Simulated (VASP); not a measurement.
```xyz
4
Lattice="2.9194 0.0000 0.0000 -1.4597 2.5282 0.0000 0.0000 0.0000 7.7147" Properties=species:S:1:pos:R:3 pbc="T T T"
Rh     0.0000     0.0000     0.0000
Rh     0.0000     0.0000     3.8574
Al     0.0000     1.6855     1.9287
Al     1.4597     0.8427     5.7860
```

All values below come from PBE GGA, VASP's PBE PAW potentials (set 64) (plane waves; VASP 6.6.1). Settings: 400 eV cut-off, Gaussian smearing of 0.050 eV, potentials Rh_pv Al.

Predict the band gap (along the path) with the smallest direct gap where there is one.

| Property | Value |
|---|---|
| band gap (along the path) | none (metal, semimetal or under 0.01 eV) |

The absolute energy has meaning only against runs of the same code, potentials and settings.

The structure was generated: RhAl was put into the NiAs type type (P6_3/mmc), which need not be its known phase. It was relaxed first, which changed the volume by -36 %.
